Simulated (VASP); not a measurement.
Band gaps of Cd2SeS (space group P3m1) from VASP (PAW), without and with spin-orbit coupling. Semilocal levels are at their own relaxed cell, hybrids and mBJ at PBE's; 0.00 means no gap at that level.

The cell of the PBEsol run:

```cif
data_Cd2SSe
_chemical_formula_sum 'Cd2 Se1 S1'
_space_group_name_H-M_alt 'P 1'
_space_group_IT_number 1
_cell_length_a 4.21020
_cell_length_b 4.21020
_cell_length_c 6.87439
_cell_angle_alpha 90.000
_cell_angle_beta 90.000
_cell_angle_gamma 120.000
loop_
_space_group_symop_operation_xyz
  'x, y, z'
loop_
_atom_site_label
_atom_site_type_symbol
_atom_site_fract_x
_atom_site_fract_y
_atom_site_fract_z
_atom_site_occupancy
Cd1 Cd 0.00000 0.00000 0.48902 1
Cd2 Cd 0.33333 0.66667 0.01076 1
Se1 Se 0.33333 0.66667 0.62677 1
S1 S 0.00000 0.00000 0.12145 1
```

```tsv
level	gap without SOC (eV)	gap with SOC (eV)	shift (eV)
PBEsol	0.67	…	…
```

**Question.** Complete the blanks.

**Answer.** 
- PBEsol, gap with SOC (eV): 0.57
- PBEsol, shift (eV): -0.10

Only levels that ran to the end are used. Left out are those held back, those with too coarse a band path, GW runs whose mesh misses a band edge, hybrids' fits of cells that aren't cubic and levels without matching references; a question may draw on a part of the rest.

The structure comes from a computed database's Cd2SeS entry (P3m1); how it stands against other phases isn't given here. It was relaxed first, which changed the volume by -6 %. Symmetry was kept, so distortions that lower it aren't found.
